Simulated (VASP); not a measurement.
Method: vdW-DF-cx, VASP's PBE PAW potentials (set 64) (plane waves; VASP).

Input for VASP

**INCAR**
```
AGGAC=0.0
ALGO=Normal
EDIFF=1E-7
ENCUT=520
GGA=CX
ISIF=2
ISMEAR=0
LASPH=.True.
LCHARG=.False.
LMAXMIX=4
LREAL=.False.
LUSE_VDW=.True.
LWAVE=.False.
NELM=100
PREC=Accurate
SIGMA=0.05
SYSTEM=Li2Se
```

### KPOINTS
```
Automatic mesh
0
Gamma
7 7 7
0 0 0
```

File POSCAR:
```
Li2Se
2.9975980
  0.0000000000   0.9999999659   0.9999999659
  0.9999999659   0.0000000000   0.9999999659
  0.9999999659   0.9999999659   0.0000000000
Li Se
2 1
Cartesian
  0.4999999830   0.4999999830   0.4999999830
  1.4999999489   1.4999999489   1.4999999489
  0.0000000000   0.0000000000   0.0000000000
```

POTCAR, in this order: Li_sv Se (PBE.64 set). Program: vasp_std.

Question: What does the run give for the energy per atom (σ→0)?

Answer: 
```yaml
energy per atom (σ→0): -2.609 eV/atom
```

File OSZICAR:
```
...
DAV:   7    -0.782065098094E+01    0.16722E-01   -0.16412E-01   544   0.207E+00    0.719E-01
DAV:   8    -0.782753037940E+01   -0.68794E-02   -0.20276E-02   488   0.105E+00    0.206E-01
DAV:   9    -0.782754861100E+01   -0.18232E-04   -0.13030E-03   548   0.229E-01    0.102E-01
DAV:  10    -0.782787355042E+01   -0.32494E-03   -0.56796E-04   428   0.157E-01    0.403E-02
DAV:  11    -0.782787817335E+01   -0.46229E-05   -0.15877E-05   544   0.349E-02    0.168E-02
DAV:  12    -0.782788416160E+01   -0.59883E-05   -0.12288E-05   434   0.242E-02    0.213E-03
DAV:  13    -0.782788412511E+01    0.36497E-07   -0.28368E-07   568   0.619E-03
   1 F= -.78278841E+01 E0= -.78278841E+01  d E =-.382681E-11
```

The compound is Li2Se in the antifluorite structure. It was relaxed first.
